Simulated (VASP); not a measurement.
Consider the following.

```
CELL_PARAMETERS angstrom
      4.44576     0.00000     0.00000
      0.00000     4.44576     0.00000
      0.00000     0.00000     4.44576
ATOMIC_POSITIONS crystal
  Cs 0.00000 0.00000 0.00000
  I  0.50000 0.50000 0.50000
```

The numbers are results of rev-vdW-DF2, VASP's PBE PAW potentials (set 64) (plane waves; VASP 6.6.1), not measurements. Numerical set-up: 520 eV cut-off, 6×6×6 Γ-centred mesh, Gaussian smearing of 0.050 eV, potentials Cs_sv I.

### Question
Give the stress tensor in GPa (positive for a compressed cell).

### Answer

```
1.01  0.00  0.00
0.00  1.01  0.00
0.00  0.00  1.01
```
The pressure is its mean diagonal, 1.01 GPa.

The compound is CsI in the CsCl type structure. This cell is one point of a volume scan, at 0.94 of the reference volume.
